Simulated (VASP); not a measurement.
A convergence study with VASP on PbS (rock salt): one setting is varied, all else stays as given below, so the limit is that of these other settings.

```xyz
2
Lattice="0.0000 2.9700 2.9700 2.9700 0.0000 2.9700 2.9700 2.9700 0.0000" Properties=species:S:1:pos:R:3 pbc="T T T"
Pb     0.0000     0.0000     0.0000
S      2.9700     2.9700     2.9700
```

Method: PBE GGA, VASP's PBE PAW potentials (set 64) (plane waves; VASP). The tightest run used: 550 eV cut-off, 17×17×17 Γ-centred mesh, Gaussian smearing of 0.050 eV, potentials Pb_d S.

Q: The settings run are 1×1×1 mesh; 2×2×2 mesh; 3×3×3 mesh; 4×4×4 mesh; 5×5×5 mesh; 6×6×6 mesh; 7×7×7 mesh; 8×8×8 mesh; 9×9×9 mesh; 10×10×10 mesh; 11×11×11 mesh; 12×12×12 mesh; 13×13×13 mesh; 14×14×14 mesh; 15×15×15 mesh; 16×16×16 mesh; 17×17×17 mesh. From which on does the stress (every component) stay within 0.5 GPa of the tightest run?

A: From 4×4×4 mesh on: it is off by 0.10 there and by no more than 0.5 in any finer run, while 3×3×3 mesh is off by 1.04.
```csv
setting,E (eV/atom),pressure (GPa),irreducible k-points,difference judged (GPa)
1×1×1 mesh,-2.2361,21.50,1,19.58
2×2×2 mesh,-3.6953,9.97,3,8.05
3×3×3 mesh,-4.4361,0.88,4,1.04
4×4×4 mesh,-4.3725,2.01,8,0.10
5×5×5 mesh,-4.3856,1.72,10,0.19
6×6×6 mesh,-4.3802,1.89,16,0.03
7×7×7 mesh,-4.3803,1.86,20,0.05
8×8×8 mesh,-4.3795,1.91,29,0.00
9×9×9 mesh,-4.3795,1.90,35,0.02
10×10×10 mesh,-4.3792,1.92,47,0.00
11×11×11 mesh,-4.3793,1.91,56,0.00
12×12×12 mesh,-4.3792,1.92,72,0.00
13×13×13 mesh,-4.3792,1.91,84,0.00
14×14×14 mesh,-4.3792,1.92,104,0.00
15×15×15 mesh,-4.3792,1.92,120,0.00
16×16×16 mesh,-4.3792,1.92,145,0.00
17×17×17 mesh,-4.3792,1.92,165,0.00
```

Left out are rungs that failed or repeat a setting and relaxations that didn't move; long series are thinned to 24 rows.

The compound is PbS in the rock salt structure. The cell was not relaxed at this level.
